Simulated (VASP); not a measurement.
Given:

```
CELL_PARAMETERS angstrom
      4.42726     0.00000     0.00000
      0.00000     4.42726     0.00000
      0.00000     0.00000     4.42726
ATOMIC_POSITIONS crystal
  Co 0.85509 0.64491 0.35509
  Co 0.35509 0.85509 0.64491
  Co 0.14491 0.14491 0.14491
  Co 0.64491 0.35509 0.85509
  Si 0.15678 0.34322 0.65678
  Si 0.65678 0.15678 0.34322
  Si 0.84322 0.84322 0.84322
  Si 0.34322 0.65678 0.15678
```

Level of theory: PBE GGA, VASP's PBE PAW potentials (set 64) (plane waves; VASP 6.6.1). Settings: 400 eV cut-off, 8×8×8 Γ-centred mesh, tetrahedra with Blöchl corrections, potentials Co Si.

The cores are frozen, which limits the accuracy of field gradients.

**Question.** Give the principal components of the electric field gradient (V/Å²) and the asymmetry η at each nucleus.

**Answer.** 
| atom | Vxx | Vyy | Vzz | η |
|---|---|---|---|---|
| Co1 | 1.6 | 1.6 | -3.1 | 0.00 |
| Co2 | 1.6 | 1.6 | -3.1 | 0.00 |
| Co3 | 1.6 | 1.6 | -3.1 | 0.00 |
| Co4 | 1.6 | 1.6 | -3.1 | 0.00 |
| Si5 | 12.4 | 12.4 | -24.8 | 0.00 |
| Si6 | 12.4 | 12.4 | -24.8 | 0.00 |
| Si7 | 12.4 | 12.4 | -24.8 | 0.00 |
| Si8 | 12.4 | 12.4 | -24.8 | 0.00 |

The compound is CoSi in the B20 structure. It was relaxed first. The run is not spin-polarised, so no magnetic state was tried.
